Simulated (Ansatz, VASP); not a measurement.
## AuC18 in VASP and in Ansatz

```xyz
19
Lattice="7.3980 0.0000 0.0000 -3.6990 6.4069 0.0000 0.0000 0.0000 11.0000" Properties=species:S:1:pos:R:3 pbc="T T T"
C     0.0200    0.0062    0.9416
C     1.2509    0.7184    0.9637
C    -1.2128    2.1433    0.9650
C     0.0200    2.8551    0.9591
C    -2.4472    4.2794    0.9416
C    -1.2149    4.9894    0.9636
C     2.4737    0.0006    1.0196
C     3.7191    0.7193    1.1599
C     1.2526    2.1434    0.9650
C     2.4859    2.8573    0.9633
C     0.0200    4.2786    0.9649
C     1.2551    4.9894    0.9630
C     4.9642    0.0005    1.0190
C     6.1872    0.7184    0.9633
C     3.7188    2.1572    1.0196
C     4.9522    2.8573    0.9634
C     2.4872    4.2795    0.9412
C     3.7190    4.9906    0.9444
Au    3.7266    0.7202    3.4990
```

Alike in both runs: functional PBE; k mesh 2 × 2 × 1; occupations fermi-dirac, width 0.02 eV; collinear spin.

Ansatz relaxed the structure, and its values are those at the end. VASP's run is a single point on that final structure, the one shown.

|  | VASP | Ansatz |
| --- | --- | --- |
| version | VASP 6.6.1 | Ansatz 0.2.0 |
| potentials or method | VASP PAW PBE potentials, release 64 (C, Au) | scalar-relativistic, plane waves, PAW |
| plane-wave cutoff (eV) | 520 | 420 |
| valence electrons in the cell | 83 | 91 |

```csv
,VASP,Ansatz,Ansatz less VASP
rms of the force components (eV/Å),0.038,0.004,-0.0343
net moment per atom (μB),0.00,0.05,+0.052
size of the moment on the site where the two differ most (μB),0.00,0.14,+0.138
```

Site moments also hang on the region over which each program counts them. The two sets of potentials don't hold the same shells in valence. Ansatz warned: «xc_potential_rough_in_thin_density».

Caveats: the k mesh is coarse (spacing up to 0.49 Å⁻¹), so the values aren't converged. The runs have no spin-orbit coupling, so splittings on Au are missing.
